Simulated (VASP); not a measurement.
## Ta under a change of volume

Wanted: the elastic response of Ta to a change of volume, with a fit that predicts a row left out.

Calculated with VASP 6.6.1; r2SCAN; plane waves and PAW (Ta_pv), in the first sound run; inputs show where later runs differ.

This is a report of a sequence of runs, with most program output left out.

## Step 1: The starting structure

The structure is cubic, space group Im-3m (No. 229). Conventional cell: a = 3.310 Å, b = 3.310 Å, c = 3.310 Å, α = 90.00°, β = 90.00°, γ = 90.00°. Ta has 8 Ta at 2.87 Å nearest.

Coordinates:

```cif
data_structure
_symmetry_space_group_name_H-M 'P 1'
_symmetry_Int_Tables_number 1
_cell_length_a 2.8665
_cell_length_b 2.8665
_cell_length_c 2.8665
_cell_angle_alpha 109.471
_cell_angle_beta 109.471
_cell_angle_gamma 109.471
_cell_volume 18.13
loop_
_atom_site_label
_atom_site_type_symbol
_atom_site_fract_x
_atom_site_fract_y
_atom_site_fract_z
_atom_site_occupancy
Ta1 Ta 0.00000 0.00000 0.00000 1
```

## Step 2: Relax the crystal, r2SCAN

The series starts from the cell that this level prefers, so that zero strain is near zero stress.

Level: r2SCAN; plane waves and PAW (Ta_pv).

Contents of INCAR:

```
SYSTEM = Ta
PREC = Accurate
ENCUT = 450
EDIFF = 1E-07
NELM = 120
ISMEAR = 1
SIGMA = 0.15
LREAL = .FALSE.
ALGO = Normal
METAGGA = R2SCAN
LASPH = .TRUE.
NBANDS = 11
LORBIT = 11
LWAVE = .FALSE.
LCHARG = .FALSE.
KPAR = 8
IBRION = 2
NSW = 40
ISIF = 3
EDIFFG = -0.005
POTIM = 0.4
```

Contents of POSCAR:

```
Ta
1.0
   -1.6550000000      1.6550000000      1.6550000000
    1.6550000000     -1.6550000000      1.6550000000
    1.6550000000      1.6550000000     -1.6550000000
Ta
1
Direct
    0.0000000000      0.0000000000      0.0000000000
```

Contents of KPOINTS:

```
Automatic mesh
0
Gamma
25 25 25
0 0 0
```

The projector-augmented-wave data sets are Ta_pv (PBE family, release 64).

Started as:

```
$ mpirun -np 8 vasp_std
```

It took 43 s on 8 MPI ranks of Intel Xeon 6975P-C (Granite Rapids), shared host; peak memory 1.4 GiB.

This run gave:

| Quantity | Value |
| --- | --- |
| energy(sigma→0) of the program | -48.5800 eV |
| stress, compression positive | xx, yy, zz 0.02, 0.02, 0.02 GPa |
| volume | 18.117 Å³ |
| ionic steps | 3 |

## Step 3: Relax at fixed volume, r2SCAN

One member in full: the volume is scaled by 0.98, and the cell is held.

Level: r2SCAN; plane waves and PAW (Ta_pv).

INCAR, as its differences from that of step 2:

```diff
@@ -15,7 +15,8 @@
 LCHARG = .FALSE.
-KPAR = 8
+KPAR = 2
 IBRION = 2
 NSW = 40
-ISIF = 3
-EDIFFG = -0.005
+ISIF = 2
+EDIFFG = -0.004
 POTIM = 0.4
+MAXMIX = 40
```

Contents of POSCAR:

```
Ta
1.0
   -1.6434372348      1.6434372348      1.6434372348
    1.6434372348     -1.6434372348      1.6434372348
    1.6434372348      1.6434372348     -1.6434372348
Ta
1
Direct
    0.0000000000      0.0000000000      0.0000000000
```

KPOINTS is that of step 2.

Started as:

```
$ mpirun -np 2 vasp_std
```

The job ended after 67 s (2 MPI ranks; peak memory 0.34 GiB).

Read from the output:

```
energy(sigma→0) of the program : -48.5750 eV
stress, compression positive   : xx, yy, zz 4.27, 4.27, 4.27 GPa
ionic steps                    : 1
```

## Step 4: The whole series

The other members went through these steps as far as the tables show, with the same cutoff and, step by step, the same mesh; 8 runs are not shown. The session took 0.45 core hours (wall time by ranks) on a shared machine.

| volume over the relaxed volume | volume (Å³/atom) | pressure (GPa) | energy above the unstrained row, extrapolated to no smearing (meV/atom) |
| --- | --- | --- | --- |
| 0.940 | 17.030 | 13.893 | 45.721 |
| 0.960 | 17.393 | 8.877 | 19.954 |
| 0.980 | 17.755 | 4.265 | 4.977 |
| 0.990 | 17.936 | 2.096 | 1.285 |
| 1 | 18.117 | 0.015 | 0.000 |
| 1.010 | 18.299 | -1.980 | 1.030 |
| 1.020 | 18.480 | -3.890 | 4.279 |
| 1.040 | 18.842 | ? | ? |
| 1.060 | 19.204 | -10.713 | 37.562 |

## Step 5: Stress from the known rows

Fitting a cubic to the 8 known rows (u: logarithm of the volume ratio) gives pressure = 1.918 u³ + 334.5 u² − 203.6 u + 0.01356 in GPa; the residuals are 0.0024 GPa r.m.s.

For the withheld row, u = 0.03922, the fit gives -7.457 GPa.

## Step 6: The withheld row

The calculation gives -7.460 GPa, so the prediction is 0.003 GPa too high.

A cubic of the pressure in ln(V/V₀) through all rows has the slope −B at V₀: B = 204 GPa, and its curvature gives B′ = 3.3.

## Step 7: Outcome

```json
{"error of the predicted pressure": "0.003 GPa", "bulk modulus": "204 GPa"}
```

**Reading.** These are static values: temperature and zero-point motion are left out. In a metal the slopes also depend on mesh and smearing, which were held through the series.

[Lines on the potential files, build, host, timing and source positions are cut from VASP's logs without a mark.]

[Logs are printed without paths, hosts, clocks, repeated set-up lines and the standing remarks that a program may print on its own settings, such as how far it seeks lower states.]

[Hosts, paths, dates, database ids (printed as entryN), source tags and the programs' standing remarks are cut or masked in the printed files.]

[In band tables of VASP the shares of atoms and orbitals are scaled to a sum of 1 inside the atoms' spheres.]
